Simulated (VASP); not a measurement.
Energy against volume of Cu$_{2}$O (cuprite). Calculation: r2SCAN+rVV10, VASP's PBE PAW potentials (set 64) (plane waves; VASP 6.6.1). Numerical set-up: 520 eV cut-off, 5×5×5 Γ-centred mesh, Gaussian smearing of 0.050 eV, potentials Cu O.

```json
[
 {"V (Å³/atom)": "12.361", "E (eV/atom)": "-9.41952"},
 {"V (Å³/atom)": "12.744", "E (eV/atom)": "-9.42489"},
 {"V (Å³/atom)": "13.126", "E (eV/atom)": "-9.42087"},
 {"V (Å³/atom)": "13.508", "E (eV/atom)": "-9.40879"}
]
```

Fit these four points and predict the energy of the run at 11.979 Å³/atom.

A cubic in V^(−2/3), the third-order Birch-Murnaghan form, passes through the four points with V0 = 12.76 Å³/atom and B0 = 130 GPa, and gives -9.4033 eV/atom there. The run gave -9.4032 eV/atom, +0.1 meV/atom from the fit; all five points give B0 = 130 GPa.

The compound is Cu2O in the cuprite structure. It was relaxed first.
